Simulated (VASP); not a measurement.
Wanted: the native input for a VASP 6.6.1 run.

```
Task                   : single point
Functional             : PBE
Potentials or basis    : VASP PAW PBE potentials, release 64 (Rb_sv, Mg, Li_sv)
Cutoff                 : 520 eV
k mesh                 : 5 × 5 × 5
Occupations            : fermi-dirac, width 0.05 eV
Spin                   : no spin polarisation
Further INCAR settings : ALGO = Normal; EDIFF = 1e-07; NBANDS = 22
```

The structure of RbLiMg6 lies in POSCAR:

```
RbLiMg6
1.0
    5.3095180000      0.0000000000      0.0000000000
    0.0000000000      3.5178785000      5.9399250000
    0.0000000000     -3.5178785000      5.9399250000
Rb Mg Li
1 6 1
Direct
    0.5000000000      0.6738780000      0.6738780000
    0.5000000000      0.1628770000      0.1628770000
    0.5000000000      0.6699890000      0.1722090000
    0.5000000000      0.1722090000      0.6699890000
    0.0000000000      0.3324210000      0.3324210000
    0.0000000000      0.8515110000      0.2877290000
    0.0000000000      0.2877290000      0.8515110000
    0.0000000000      0.8493840000      0.8493840000
```

The cell comes from a database or a generator and needn't be the stable form of this composition.

These files were run (other wordings do the same):

INCAR

```
PREC = Accurate ; ENCUT = 520
EDIFF = 1E-7 ; ISMEAR = -1
SIGMA = 0.05 ; LREAL = F
LASPH = T ; NELM = 60
ALGO = Normal ; ISIF = 2
LWAVE = F ; LCHARG = F
GGA = PE ; NBANDS = 22
```

KPOINTS

```
regular mesh
0
Gamma
  5 5 5
```

Potentials or basis: VASP PAW PBE potentials, release 64 (Rb_sv, Mg, Li_sv).

Command:

```bash
$ cat potpaw_PBE.64/Rb_sv/POTCAR potpaw_PBE.64/Mg/POTCAR potpaw_PBE.64/Li_sv/POTCAR > POTCAR
$ mpirun -np 1 vasp_std > vasp.out
```

Results of the run:

- Largest force: 0.071 eV/Å
- Band gap on the k mesh: none (metal or under the smearing width)

Run time: 2.6 min on 1 thread of Intel(R) Xeon(R) Platinum 8259CL CPU @ 2.50GHz (Skylake/Cascade Lake) (shared host), peak memory 0.41 GiB.
